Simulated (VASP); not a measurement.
A VASP calculation is set up with these files.

KPOINTS:
```
Automatic mesh
0
Gamma
6 6 6
0 0 0
```

**INCAR**
```
SYSTEM = Ge
PREC = Accurate
ENCUT = 400
EDIFF = 1E-6
NELM = 100
ALGO = Normal
LREAL = .FALSE.
LASPH = .TRUE.
ISMEAR = 1
SIGMA = 0.8
GGA = PE
LMAXMIX = 4
LWAVE = .FALSE.
LCHARG = .FALSE.
ISIF = 2
```

**POSCAR**
```
Ge
1
    0.0000000000     2.8290000000     2.8290000000
    2.8290000000     0.0000000000     2.8290000000
    2.8290000000     2.8290000000     0.0000000000
Ge
2
Direct
  0.0000000000   0.0000000000   0.0000000000
  0.2500000000   0.2500000000   0.2500000000
```

POTCAR, in this order: Ge_d (PBE.64 set). Program: vasp_std.

Output

standard output:
```
 POSCAR found type information on POSCAR Ge
 POSCAR found :  1 types and       2 ions
 Reading from existing POTCAR
 Reading from existing POTCAR
 LDA part: xc-table for (Slater+PW92), standard interpolation
 POSCAR, INCAR and KPOINTS ok, starting setup
 WAVECAR not read
 entering main loop
       N       E                     dE             d eps       ncg     rms          rms(c)
DAV:   1     0.152166980818E+03    0.15217E+03   -0.13314E+04   592   0.375E+03
DAV:   2     0.103768780582E+02   -0.14179E+03   -0.13962E+03   576   0.492E+02
DAV:   3    -0.844894413481E+01   -0.18826E+02   -0.18646E+02   626   0.139E+02
DAV:   4    -0.903237106359E+01   -0.58343E+00   -0.57931E+00   654   0.275E+01
DAV:   5    -0.904191489385E+01   -0.95438E-02   -0.95427E-02   644   0.371E+00    0.323E+00
DAV:   6    -0.898440621359E+01    0.57509E-01   -0.23680E-02   622   0.156E+00    0.194E+00
DAV:   7    -0.895115469848E+01    0.33252E-01   -0.60659E-02   612   0.233E+00    0.159E-01
DAV:   8    -0.895302839592E+01   -0.18737E-02   -0.67639E-03   660   0.119E+00    0.664E-02
DAV:   9    -0.895303516198E+01   -0.67661E-05   -0.24002E-04   738   0.291E-01    0.177E-02
DAV:  10    -0.895305559449E+01   -0.20433E-04   -0.88653E-05   652   0.156E-01    0.755E-03
DAV:  11    -0.895305669013E+01   -0.10956E-05   -0.10092E-05   704   0.597E-02    0.131E-03
DAV:  12    -0.895305693772E+01   -0.24760E-06   -0.34565E-07   348   0.816E-03
   1 F= -.89530569E+01 E0= -.89657328E+01  d E =0.380276E-01
```

OUTCAR:
```
------------------------ aborting loop because EDIFF is reached ----------------------------------------
  FORCE on cell =-STRESS in cart. coord.  units (eV):
  Direction    XX          YY          ZZ          XY          YZ          ZX
  --------------------------------------------------------------------------------------
  Total        0.9508016      0.9508016      0.9508016      0.0000000      0.0000000     -0.0000000
  in kB       33.6412124     33.6412124     33.6412124      0.0000000      0.0000000     -0.0000000
  external PRESSURE =      33.6412124 kB  Pullay stress =       0.0000000 kB
  volume of cell :       45.28
      direct lattice vectors                 reciprocal lattice vectors
     0.000000000  2.829000000  2.829000000    -0.176740898  0.176740898  0.176740898
     2.829000000  0.000000000  2.829000000     0.176740898 -0.176740898  0.176740898
     2.829000000  2.829000000  0.000000000     0.176740898  0.176740898 -0.176740898
 POSITION                                       TOTAL-FORCE (eV/Angst)
 -----------------------------------------------------------------------------------
      0.00000      0.00000      0.00000         0.000000     -0.000000     -0.000000
      1.41450      1.41450      1.41450        -0.000000      0.000000      0.000000
 -----------------------------------------------------------------------------------
    total drift:                                0.000000      0.000000      0.000000
  FREE ENERGIE OF THE ION-ELECTRON SYSTEM (eV)
  ---------------------------------------------------
  free  energy   TOTEN  =        -8.9530569377 eV

  energy  without entropy=       -8.9910845506  energy(sigma->0) =       -8.96573281
```
(Selected blocks of OUTCAR.)

Problem. Read input and log: which fault does this run have?
A) SIGMA is far too large
B) NELM is too small, so the electronic loop ends before EDIFF is met
C) a hybrid functional was run with ALGO = VeryFast
D) one atom is typed twice, on or next to the same site

Solution. A, SIGMA is far too large. The run ends without an error. Against the sound run, the energy per atom (σ→0) stays essentially unchanged; the pressure goes up by 0.15 GPa; the band gap is nearly the same.

To mend it, set ISMEAR = 0, set SIGMA = 0.05.

The mended run (PBE GGA, plane waves, VASP's PBE PAW potentials (set 64)) converges, and its OSZICAR ends with
```
   1 F= -.89649644E+01 E0= -.89647769E+01  d E =-.375049E-03
```

The compound is Ge in the diamond structure. The cell was not relaxed at this level.
